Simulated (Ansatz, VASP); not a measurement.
# Zn (Zinc): VASP beside Ansatz, part 2 of 2

One calculation is typed for both programs; each brings its own data sets. How far apart do they land? The cell is taken from a series of runs on this material, whose earlier steps may have relaxed, scaled, displaced or heated it; both programs get it as it stands.

VASP 6.6.1 and Ansatz 0.2.0.

So far: The starting structure; VASP: relaxation of cell and atoms, r2SCAN with rVV10.

**3. Ansatz: relaxation of cell and atoms, r2SCAN with rVV10**

Level of this step: Ansatz beside VASP: Kohn-Sham DFT, plane waves, r2SCAN with rVV10 (Ansatz).

Ansatz runs on its PAW soft_1 files.

The same cell, functional, mesh and smearing now go to Ansatz, which takes its cutoff from its data sets.

Contents of input.yaml:

```yaml
crystal:
  lattice:
    - [2.5910112996, 0.0, 0.0]
    - [-1.2955056498, 2.2438816069, 0.0]
    - [0.0, 0.0, 4.9116844426]
  atoms:
    - { symbol: Zn, position: [0.3333333333, 0.6666666667, 0.25] }
    - { symbol: Zn, position: [0.6666666667, 0.3333333333, 0.75] }
kpoints:
  mp_grid: { grid: [21, 21, 10] }
hamiltonian:
  xc: r2scan
  dispersion: rvv10
  pseudopotentials: { kind: paw, azcp: { folder: soft_1 } }
scf:
  occupations: { method: methfessel_paxton, width: 0.2 }
output:
  forces: true
  stress: true
  eigenvalues: true
  write_density: true
  write_potential: true
  elf: true
  volumetric_format: npy
relax:
  adjacent_minimum: "off"
  f_tol: 0.001
  max_steps: 60
  cell: { stress_tol: 0.01 }
```

Launch:

```sh
ansatz run input.yaml --threads 8 --pin off --max-ram 15360MiB --backend cpu --events-out ev --progress --plain --runs-dir out
```

Numbers of over 12 decimals in the logs are rounded to 6 here.

Log:

```text
Engine: ansatz 0.2.0, x86_64-unknown-linux-gnu
Pseudopotentials: kind: paw
Pseudopotential: Zn, paw, valence charge 12, recommended cutoff 500 eV (meta_gga), soft_1/Zn.paw.azcp
Functional definition: r2SCAN+rVV10
  parameter k0 = 0.174
  parameter k1 = 0.065
  parameter a1 = 4.9479
  exchange = r2scan_x(k0 = k0, k1 = k1, a1 = a1)
  correlation = r2scan_c + rvv10(11.95, 0.0093)
Crystal: 2 atoms, lattice volume = 28.556 Å³
Basis set: ecut = 500 eV, 725 PW (Γ), exchange–correlation on 96×96×180 points (64 copies of the dense FFT grid, shifted against one another)
Bands: 16, of which v1, the nominal top of the filled ones, is band 12 counted from 1 (11 counted from 0)
Symmetry: 24 space group operations
Space group: P63/mmc (ITA 194), of the structure as read, at distance tolerance 3.1e-5 Å
k-points: 288 of 4410
Non-local potential: Zn, projectors of the file, l = 0: 2, l = 1: 2, l = 2: 3, l = 3: 1
PAW form: soft (Blöchl's): semilocal exchange-correlation on the pseudo side does not see the compensation charge
rVV10 density: all electrons in the spheres
PAW frozen core: Zn, regenerated for the run's functional (the file was generated under x = pbe(κ = 0.804, μ = 0.219515), c = pbe(β = 0.066725))
PAW one-centre angular grid: Zn, 590 points (default); XC on 160 Gauss nodes
Initial density: superposition of atomic densities (chi_scale 0.1, normalization cell)
Initial wavefunctions: pseudopotential atomic-orbital guess
Functional: x = r2scan, c = r2scan + rvv10(b = 11.95, C = 0.0093); τ floored in thin density (d = 2e-4 eV/Å³)
iter 1 solved again at ethr=1.81e-3 eV; its pass at ethr=3.10e-3 eV (dr2=4.34e-1 eV) is discarded
SCF iter   1: F=—  HF=-6649.131173 eV  |F-HF|=—  |Δ(HF+E_count)|=         —  Δρ=4.21e-2  dr2=4.46e-1  dr2_τ=1.10e-2  ethr=1.81e-3  ⟨swp⟩=1.0  Hψ=34152  notcnv=0
preconditioner: auto → none  [metal: Δε(μ)=0.032 eV  Ē_g=13.654 eV  σ=0.200 eV  W_gap=0.14  n_scr=4 (ndim 8)  ℏωp=34.0 eV  f_vac=0.000  D(μ)=0.33/eV (n_scr^D=2)  sad-step TF]
SCF iter   2: F=—  HF=-6649.104448 eV  |F-HF|=—  |Δ(HF+E_count)|=   2.67e-2  S|Δr|=    0.00e0  Δρ=2.26e-2  dr2=7.63e-2  dr2_τ=3.75e-3  ethr=1.81e-3  ⟨swp⟩=2.0  Hψ=9047  notcnv=0
SCF iter   3: F=—  HF=-6649.133789 eV  |F-HF|=—  |Δ(HF+E_count)|=   2.93e-2  S|Δr|=    0.00e0  Δρ=1.06e-2  dr2=1.86e-2  dr2_τ=3.76e-4  ethr=3.18e-4  ⟨swp⟩=2.2  Hψ=10659  notcnv=0  defer=4
SCF iter   4: F=—  HF=-6649.149319 eV  |F-HF|=—  |Δ(HF+E_count)|=   1.55e-2  S|Δr|=    0.00e0  Δρ=4.84e-3  dr2=2.50e-3  dr2_τ=2.12e-5  ethr=7.76e-5  ⟨swp⟩=2.0  Hψ=8032  notcnv=0  defer=4
SCF iter   5: F=—  HF=-6649.149905 eV  |F-HF|=—  |Δ(HF+E_count)|=   5.87e-4  S|Δr|=    0.00e0  Δρ=3.58e-4  dr2=1.73e-5  dr2_τ=2.18e-7  ethr=1.04e-5  ⟨swp⟩=2.3  Hψ=8009  notcnv=0  defer=4
SCF iter   6: F=—  HF=-6649.149915 eV  |F-HF|=—  |Δ(HF+E_count)|=   9.59e-6  S|Δr|=    0.00e0  Δρ=6.82e-5  dr2=8.56e-7  dr2_τ=6.27e-9  ethr=7.19e-8  ⟨swp⟩=2.1  Hψ=8082  notcnv=0  defer=4
SCF iter   7: F=-6649.149915 eV  HF=-6649.149915 eV  |F-HF|=3.58e-10  |Δ(HF+E_count)|=   5.50e-7  S|Δr|=    0.00e0  Δρ=8.05e-6  dr2=9.99e-9  dr2_τ=1.33e-10  ethr=4.17e-10  ⟨swp⟩=10.3  Hψ=36133  notcnv=0
SCF 1 converged in 7 iterations: F = -6649.149915 eV  dr2 = 9.99e-9
  greatest PAW one-centre occupation: 0.980 electrons in one spin orbital (limit 2), on the Zn atom at site 1 (counted from 0), in its partial waves of l = 2
relax step   1: F+E_penalty+E_count = -6649.14991544 eV  Δ(F+E_penalty+E_count) = +0.000e0 eV  max|allowed force component| = 1.480e-16 eV/Å  Δτ_max = 0.0000 Å  P = -0.084 GPa  Ω = 28.556 Å³  (7 SCF iters, dr2 threshold 1.00e-7 eV, accepted)
[...]
relax step   2: F+E_penalty+E_count = -6649.14992960 eV  Δ(F+E_penalty+E_count) = -1.416e-5 eV  max|allowed force component| = 5.551e-17 eV/Å  Δτ_max = 0.0000 Å  P = -0.028 GPa  Ω = 28.542 Å³  energy of the carried Pulay correction = +6.722e-6 eV  (3 SCF iters, dr2 threshold 3.74e-8 eV, accepted)
[...]
relax step   3: F+E_penalty+E_count = -6649.14993347 eV  Δ(F+E_penalty+E_count) = -3.863e-6 eV  max|allowed force component| = 1.388e-16 eV/Å  Δτ_max = 0.0000 Å  P = +0.001 GPa  Ω = 28.537 Å³  energy of the carried Pulay correction = +9.042e-6 eV  (4 SCF iters, dr2 threshold 5.42e-9 eV, accepted)
[...]
relax step   4: F+E_penalty+E_count = -6649.14992389 eV  Δ(F+E_penalty+E_count) = +9.576e-6 eV  max|allowed force component| = 1.110e-16 eV/Å  Δτ_max = 0.0000 Å  P = +0.000 GPa  Ω = 28.537 Å³  stress off target by 1.37e-3 GPa  SCF on the basis re-selected at this cell (its energy is not comparable with the rows above)  (6 SCF iters)
basis re-selected at this cell: Δ(F+E_penalty+E_count) = +9.576e-6 eV, ΔP = -0.000 GPa vs the last step (what re-selecting the basis moved, of the pressure what is left beyond the Pulay correction that the steps carried, after the strain that the cell walked since its last selection, with what the two solves' SCF thresholds leave and, on support functions, any second-order correction that the steps lacked; it is no m [...]
SCF converged after 6 iterations
Stability not checked: this state was not tested for a lower state beside it, because cold or Methfessel-Paxton smearing, or corrected tetrahedra, fill the levels in a way that the test cannot read (fill_not_monotonic; see scf.lower_state_search)
Free energy (F): -6649.149924 eV
Harris-Foulkes:  -6649.149924 eV  (|F-HF|=9.09e-13)
Internal energy: -6649.149809 eV  (E = F + TS)
E sigma→0 (E₀):  -6649.149895 eV
Entropy (-TS):   -0.000114 eV (-0.057 meV/atom)
Fermi energy:    11.805880 eV
--- Per-component energies (eV) ---
  E_band       = 104.827341
  E_kinetic    = 294.006377
  E_local      = -3451.145368  (includes V_loc(G=0)·N_el)
  E_nonlocal   = 1643.297403
  E_hartree    = 1290.139877
  E_xc         = -138.390732
  E_vxc        = -104.144057  (∫ρ·V_xc dr)
  E_paw        = -3826.592295  (= ΣΔE_a)
  E_vpaw       = -863.210109  (= ΣTr[D̂ρ^β])
  E_aug_tail   = 0.000129  (compensation charges beyond the density's cutoff)
  E_vtau       = 5.743215  (kinetic-family band-sum trace: ∫τ·v_τ [+ j·A + Jᵃ·Aᵃ] dr)
  E_ewald      = -2460.099968
  E_core_change = -0.365234  (= ΣΔE_core)
  E_smearing   = -0.000114  (= −TS)
  E_closure    = 0.000000  (closes the sum)
  Σ components = -6649.149924   (vs F -6649.149924, Δ=0.00e0)
--- Forces (eV/Å), atoms counted from 1 ---
  atom   1  Zn    -0.00000000    -0.00000000    -0.00000000
  atom   2  Zn     0.00000000     0.00000000     0.00000000
  max |Σ_I F_I| component: 1.85e-17 eV/Å
--- Stress (GPa, compression-positive) ---
       -0.000492       0.000000      -0.000000
       -0.000000      -0.000492       0.000000
       -0.000000       0.000000       0.001373
  P = ⅓ Tr σ = 0.0001 GPa (0.001 kbar)
--- Band table (eV; the first three rows and the last of 288) ---
  k-point 0: bands = [... 8 lower, 4.1453, 4.3573, 4.3573, 7.5567, 8.4899, 25.8788, 29.6865, 31.5186]
  k-point 1: bands = [... 8 lower, 4.1523, 4.3536, 4.3536, 6.6680, 9.5232, 24.6983, 30.8927, 31.5851]
  k-point 2: bands = [... 8 lower, 4.1720, 4.3423, 4.3423, 5.5931, 11.0396, 22.6408, 31.7817, 31.7817]
  k-point 287: bands = [... 8 lower, 4.3360, 4.3360, 12.8439, 12.8439, 13.7506, 13.7506, 14.6945, 14.6945]
--- Relaxed structure (3 steps of the walk, 3 accepted, 1 SCFs on fresh bases) ---
  F+E_penalty+E_count = -6649.14992389 eV   max|allowed force component| = 1.110e-16 eV/Å   (the final SCF, on the basis selected at the relaxed cell)
  cell:  # Å, volume = 28.5371 Å³
    - [2.589931, 0, 0]
    - [-1.294966, 2.242946, 0]
    - [0, 0, 4.912497]
  atoms:
    - { symbol: Zn, position: [0.333333, 0.666667, 0.25] }
    - { symbol: Zn, position: [0.666667, 0.333333, 0.75] }
```

**4. Comparison**

Known differences besides the potentials themselves: VASP keeps PBE cores, Ansatz makes them for the functional; the cutoff is 500 eV in Ansatz and 550 eV in VASP; Ansatz adds a Pulay correction to the stress that steers its cell, VASP none. Total energies have different zeros and are not compared.

Both answers:

```csv
quantity,Ansatz,VASP,difference
volume (Å³),28.54,28.69,-0.54 %
"edge a after relaxation, in the typed setting (Å)",2.590,2.596,-0.25 %
"edge c after relaxation, in the typed setting (Å)",4.912,4.915,-0.05 %
```

**5. Results**

```json
{
 "difference in volume (relaxation of cell and atoms, r2SCAN with rVV10)": "-0.54 %"
}
```

The difference in volume is -0.54 % (relaxation of cell and atoms, r2SCAN with rVV10), within the 1.2 % picked in this series as the mark of a large difference, as far as the stopping tolerances let one tell. How closely two codes agree says nothing of how well the functional describes the real material.

[Lines on the potential files, build, host, timing and source positions are cut from VASP's logs without a mark.]

[Logs are printed without paths, hosts, clocks, repeated set-up lines and the standing remarks that a program may print on its own settings, such as how far it seeks lower states.]

[Hosts, paths, dates, database ids (printed as entryN), source tags and the programs' standing remarks are cut or masked in the printed files.]
